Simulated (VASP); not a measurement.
Input:

```yaml
crystal:
  lattice:
    - [-1.66185, 1.71324, 1.66185]
    - [1.66185, -1.71324, 1.66185]
    - [1.66185, 1.71324, -1.66185]
  atoms:
    - { symbol: Li, position: [0.00000, 0.00000, 0.00000] }
```

Calculation: PBEsol GGA, VASP's PBE PAW potentials (set 64) (plane waves; VASP). Settings: 600 eV cut-off, 14×14×14 Γ-centred mesh, first-order Methfessel-Paxton smearing of 0.10 eV, potentials Li_sv.

Q: Give the stress tensor in GPa (positive for a compressed cell).

A: 
```
0.79  0.00  0.00
0.00  1.15  0.00
0.00  0.00  0.79
```
The pressure is its mean diagonal, 0.91 GPa.

The compound is Li in the bcc structure. This cell was strained or had an atom moved on purpose.
